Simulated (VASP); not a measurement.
# Ti8N5O3 (R-3m) in VASP: a series of runs, part 2 of 2

VASP 6.6.1. Earlier steps stand in the parts before.

**3. Relaxation of cell and atoms, PBEsol**

This run uses another cell than the first one, of 9.45 Å³/atom, 1.009 times its volume.

Input file INCAR:

```
ALGO = Normal
EDIFF = 1E-7
EDIFFG = -0.005
ENCUT = 600
GGA = PS
IBRION = 2
ISIF = 3
ISMEAR = 1
KPAR = 4
LASPH = True
LCHARG = False
LREAL = False
LWAVE = False
NELM = 80
NSW = 90
PREC = Accurate
SIGMA = 0.1
```

Input file KPOINTS:

```
k-points
0
Gamma
  9 9 8
```

Input file POSCAR:

```
Ti8N5O3                                 
1.0
   -4.2236308862     -4.2236308862     -0.0000000000
    0.0000000000     -4.2236308862      4.2236308862
   -4.2329195597      0.0092886735      4.2329195597
  Ti              O               N             
     8     3     5
Direct
     0.5007668209896005    0.0007668209896005    0.9800607957414444
     0.0184055622793550    0.0007668209896005    0.9800607957414444
     0.5007668209896005    0.5184055622793549    0.9800607957414444
     0.0082504213778042    0.5082504213778042    0.9752487358665874
     0.4917495786221958    0.9917495786221958    0.5247512641334126
     0.9992331790103995    0.9815944377206451    0.5199392042585556
     0.4815944377206451    0.4992331790103997    0.5199392042585556
     0.9992331790103995    0.4992331790103997    0.5199392042585556
     0.7500000000000000    0.2500000000000000    0.2500000000000000
     0.2500000000000000    0.2500000000000000    0.2500000000000000
     0.7500000000000000    0.7500000000000000    0.2500000000000000
     0.2500000000000000    0.7500000000000000    0.2500000000000000
     0.7500000000000000    0.2500000000000000    0.7500000000000000
     0.2500000000000000    0.2500000000000000    0.7500000000000000
     0.7500000000000000    0.7500000000000000    0.7500000000000000
     0.2500000000000000    0.7500000000000000    0.7500000000000000
```

Potentials or basis: VASP PAW PBE potentials, release 64 (Ti_sv, O, N).

On the command line:

```sh
> cat potpaw_PBE.64/Ti_sv/POTCAR potpaw_PBE.64/O/POTCAR potpaw_PBE.64/N/POTCAR > POTCAR
> mpirun -np 4 vasp_std > vasp.out
```

OUTCAR:

```text
EDIFF = 1E-7
   EDIFFG = -0.005
   ENCUT = 600
   GGA = PS
   IBRION = 2
   ISIF = 3
   ISMEAR = 1
   LASPH = True
   LREAL = False
   NELM = 80
   NSW = 90
   PREC = Accurate

 ion  position               nearest neighbor table
   1  0.501  0.001  0.980-  14 2.03  15 2.03  13 2.11  12 2.12  10 2.20  11 2.20   5 2.78   6 2.87
                             7 2.87   3 2.88   2 2.88
   2  0.018  0.001  0.980-  14 2.03  16 2.03  13 2.11  12 2.12   9 2.20  11 2.20   5 2.78   8 2.87
                             6 2.87   3 2.88   1 2.88
   3  0.501  0.518  0.980-  15 2.03  16 2.03  13 2.11  12 2.12   9 2.20  10 2.20   5 2.78   8 2.87
                             7 2.87   2 2.88   1 2.88
   4  0.008  0.508  0.975-  14 2.05  15 2.05  16 2.05   9 2.19  11 2.19  10 2.19   8 2.78   7 2.78
                             6 2.78
   5  0.492  0.992  0.525-  14 2.05  15 2.05  16 2.05   9 2.19  11 2.19  10 2.19   2 2.78   3 2.78
                             1 2.78
   6  0.999  0.982  0.520-  15 2.03  16 2.03  13 2.11  12 2.12   9 2.20  10 2.20   4 2.78   1 2.87
                             2 2.87   8 2.88   7 2.88
   7  0.482  0.499  0.520-  16 2.03  14 2.03  13 2.11  12 2.12  11 2.20   9 2.20   4 2.78   3 2.87
                             1 2.87   6 2.88   8 2.88
   8  0.999  0.499  0.520-  15 2.03  14 2.03  13 2.11  12 2.12  11 2.20  10 2.20   4 2.78   3 2.87
                             2 2.87   6 2.88   7 2.88
   9  0.750  0.250  0.250-   4 2.19   5 2.19   2 2.20   3 2.20   6 2.20   7 2.20
  10  0.250  0.250  0.250-   4 2.19   5 2.19   1 2.20   3 2.20   6 2.20   8 2.20
  11  0.750  0.750  0.250-   4 2.19   5 2.19   1 2.20   7 2.20   8 2.20   2 2.20
  12  0.250  0.750  0.250-   8 2.12   3 2.12   6 2.12   7 2.12   2 2.12   1 2.12
  13  0.750  0.250  0.750-   1 2.11   2 2.11   3 2.11   6 2.11   7 2.11   8 2.11
  14  0.250  0.250  0.750-   2 2.03   1 2.03   7 2.03   8 2.03   4 2.05   5 2.05
  15  0.750  0.750  0.750-   3 2.03   6 2.03   8 2.03   1 2.03   4 2.05   5 2.05
  16  0.250  0.750  0.750-   7 2.03   3 2.03   6 2.03   2 2.03   4 2.05   5 2.05

  LATTYP: Found a trigonal (rhomboedric) cell.
 ALAT       =     5.9862594562
 COS(alpha) =     0.5021931802

  Lattice vectors:

 A1 = (  -0.0092886735,   4.2329195597,   4.2329195597)
 A2 = (  -4.2329195597,   4.2329195597,   0.0092886735)
 A3 = (  -4.2329195597,   0.0092886735,   4.2329195597)

Analysis of symmetry for initial positions (statically):
=====================================================================
 Subroutine PRICEL returns:
 Original cell was already a primitive cell.

 Routine SETGRP: Setting up the symmetry group for a
 trigonal (rhombohedral) supercell.

 Subroutine GETGRP returns: Found 12 space group operations
 (whereof  2 operations were pure point group operations)
 out of a pool of 12 trial point group operations.

The static configuration has the point symmetry C_1h.
 The point group associated with its full space group is D_3d.

Analysis of symmetry for dynamics (positions and initial velocities):
=====================================================================
 Subroutine PRICEL returns:
 Original cell was already a primitive cell.

 Routine SETGRP: Setting up the symmetry group for a
 trigonal (rhombohedral) supercell.

[... 208 lines left out ...]

  FORCE on cell =-STRESS in cart. coord.  units (eV):
  Direction    XX          YY          ZZ          XY          YZ          ZX
  --------------------------------------------------------------------------------------
  -------------------------------------------------------------------------------------
  Total       -0.0224554     -0.0224554     -0.0224554      0.0024943     -0.0024943      0.0024943
  in kB       -0.2379649     -0.2379649     -0.2379649      0.0264330     -0.0264330      0.0264330
  external PRESSURE =      -0.2379649 kB  Pullay stress =       0.0000000 kB

 VOLUME and BASIS-vectors are now :
 -----------------------------------------------------------------------------
  energy-cutoff  :      600.00
  volume of cell :      151.19
      direct lattice vectors                 reciprocal lattice vectors
    -4.223630886 -4.223630886  0.000000000    -0.118511302 -0.118251812 -0.118251812
     0.000000000 -4.223630886  4.223630886     0.118251812 -0.118251812  0.118511302
    -4.232919560  0.009288674  4.232919560    -0.117992321  0.117992321  0.117992321

 POSITION                                       TOTAL-FORCE (eV/Angst)
 -----------------------------------------------------------------------------------
     -6.26357     -2.10919      4.15176         0.001174      0.000659     -0.001174
     -4.22626     -0.07187      4.15176        -0.000659     -0.001174     -0.001174
     -6.26357     -4.29550      6.33807         0.001174     -0.001174      0.000659
     -4.16300     -2.17245      6.27481        -0.002974      0.002974      0.002974
     -4.29820     -6.26088      6.41001         0.002974     -0.002974     -0.002974
     -6.42125     -8.36146      6.34675        -0.001174      0.001174     -0.000659
[... 8 lines left out ...]
     -6.34241     -6.32848      6.34241        -0.000000      0.000000      0.000000
     -4.23060     -4.21666      6.34241        -0.000000      0.000000     -0.000000
 -----------------------------------------------------------------------------------
    total drift:                               -0.000000      0.000000     -0.000000

  FREE ENERGIE OF THE ION-ELECTRON SYSTEM (eV)
  ---------------------------------------------------
  free  energy   TOTEN  =      -160.5894247221 eV

  energy  without entropy=     -160.5903378705  energy(sigma->0) =     -160.58972910

--------------------------------------- Ionic step        2  -------------------------------------------

 number of electron     139.0000018 magnetization

 Free energy of the ion-electron system (eV)
  ---------------------------------------------------
  ext. energy  EPLUGINS =         0.00000000
  ---------------------------------------------------
  free energy    TOTEN  =      -160.58942538 eV

  energy without entropy =     -160.59034163  energy(sigma->0) =     -160.58973080

 E-fermi :  11.6669     XC(G=0): -13.2190

 val. band max:       11.6653497640   @ k =   0.1111   0.1111   0.5000
 cond. band min:      11.6688835126   @ k =  -0.1111   0.0000   0.3750
 fundamental gap:      0.0035337486
 Fermi energy:        11.6669217827

 k-point     1 :       0.0000    0.0000    0.0000
  band No.  band energies     occupation
      1     -45.9486      2.00000
      2     -45.8471      2.00000
      3     -45.8202      2.00000
      4     -45.8202      2.00000
      5     -45.8169      2.00000
      6     -45.7943      2.00000
[... 2005 lines left out ...]
     80      13.0386     -0.00000
     81      13.0632     -0.00000

 [... further k-points ...]

 [bands above 81 left out]

------------------------ aborting loop because EDIFF is reached ----------------------------------------

  FORCE on cell =-STRESS in cart. coord.  units (eV):
  Direction    XX          YY          ZZ          XY          YZ          ZX
  --------------------------------------------------------------------------------------
  -------------------------------------------------------------------------------------
  Total        0.0246469      0.0246469      0.0246469      0.0012762     -0.0012762      0.0012762
  in kB        0.2612419      0.2612419      0.2612419      0.0135273     -0.0135273      0.0135273
  external PRESSURE =       0.2612419 kB  Pullay stress =       0.0000000 kB

 VOLUME and BASIS-vectors are now :
 -----------------------------------------------------------------------------
  energy-cutoff  :      600.00
  volume of cell :      151.16
      direct lattice vectors                 reciprocal lattice vectors
    -4.223376683 -4.223376683  0.000000000    -0.118517548 -0.118259817 -0.118259817
    -0.000000000 -4.223376683  4.223376683     0.118259817 -0.118259817  0.118517548
    -4.232601058  0.009224375  4.232601058    -0.118002086  0.118002086  0.118002086

 POSITION                                       TOTAL-FORCE (eV/Angst)
 -----------------------------------------------------------------------------------
     -6.26308     -2.10909      4.15139        -0.000078      0.000231      0.000078
     -4.22597     -0.07199      4.15139        -0.000231      0.000078      0.000078
     -6.26308     -4.29537      6.33766        -0.000078      0.000078      0.000231
     -4.16283     -2.17224      6.27452        -0.001697      0.001697      0.001697
     -4.29776     -6.26068      6.40945         0.001697     -0.001697     -0.001697
     -6.42089     -8.36093      6.34631         0.000078     -0.000078     -0.000231
[... 8 lines left out ...]
     -6.34198     -6.32815      6.34198        -0.000000     -0.000000      0.000000
     -4.23029     -4.21646      6.34198        -0.000000     -0.000000      0.000000
 -----------------------------------------------------------------------------------
    total drift:                               -0.000000      0.000000     -0.000000

  FREE ENERGIE OF THE ION-ELECTRON SYSTEM (eV)
  ---------------------------------------------------
  free  energy   TOTEN  =      -160.5894253803 eV

  energy  without entropy=     -160.5903416252  energy(sigma->0) =     -160.58973080

 reached required accuracy - stopping structural energy minimisation
```

Run time: 17 min. Hardware: 4 MPI ranks of Intel Xeon 6975P-C (Granite Rapids), shared host; peak memory 1.8 GiB.

What came out:

```
Free energy                            : -160.5894 eV
Relaxed volume                         : 9.45 Å³/atom
Relaxed cell                           : a = 5.973 Å, b = 5.973 Å, c = 5.986 Å, α = 60.07°, β = 60.07°, γ = 60.00°
Space group after relaxing (to 0.05 Å) : R-3m (No. 166)
Energy gained by relaxing              : 0.0 meV/atom
Ionic steps                            : 2
Pressure after relaxing                : 0.0 GPa
Band gap on the k mesh                 : none (metal or under the smearing width)
```

Forces in eV/Å, atoms in the order of the input:
```
Ti   0.000  0.000  0.000
Ti   0.000  0.000  0.000
Ti   0.000  0.000  0.000
Ti  -0.002  0.002  0.002
Ti   0.002 -0.002 -0.002
Ti   0.000  0.000  0.000
Ti   0.000  0.000  0.000
Ti   0.000  0.000  0.000
O    0.000  0.000  0.000
O    0.000  0.000  0.000
O    0.000  0.000  0.000
N    0.000  0.000  0.000
N    0.000  0.000  0.000
N    0.000  0.000  0.000
N    0.000  0.000  0.000
N    0.000  0.000  0.000
```

Final structure:
```cif
data_structure
_symmetry_space_group_name_H-M 'P 1'
_symmetry_Int_Tables_number 1
_cell_length_a 5.9728
_cell_length_b 5.9728
_cell_length_c 5.9858
_cell_angle_alpha 60.072
_cell_angle_beta 60.072
_cell_angle_gamma 60.000
_cell_volume 151.16
loop_
_atom_site_label
_atom_site_type_symbol
_atom_site_fract_x
_atom_site_fract_y
_atom_site_fract_z
_atom_site_occupancy
Ti1 Ti 0.50076 0.00076 0.98005 1
Ti2 Ti 0.01842 0.00076 0.98005 1
Ti3 Ti 0.50076 0.51842 0.98005 1
Ti4 Ti 0.00823 0.50823 0.97530 1
Ti5 Ti 0.49177 0.99177 0.52470 1
Ti6 Ti 0.99924 0.98158 0.51995 1
Ti7 Ti 0.48158 0.49924 0.51995 1
Ti8 Ti 0.99924 0.49924 0.51995 1
O1 O 0.75000 0.25000 0.25000 1
O2 O 0.25000 0.25000 0.25000 1
O3 O 0.75000 0.75000 0.25000 1
N1 N 0.25000 0.75000 0.25000 1
N2 N 0.75000 0.25000 0.75000 1
N3 N 0.25000 0.25000 0.75000 1
N4 N 0.75000 0.75000 0.75000 1
N5 N 0.25000 0.75000 0.75000 1
```

Caveat: the PAW data sets were made with another functional, which shifts forces and pressure a little; an odd number of electrons without spin polarisation forces a metal; a magnetic or distorted state may lie lower; semilocal functionals often make such compounds metallic where correlation or magnetic order opens a gap, which also shifts bond lengths.
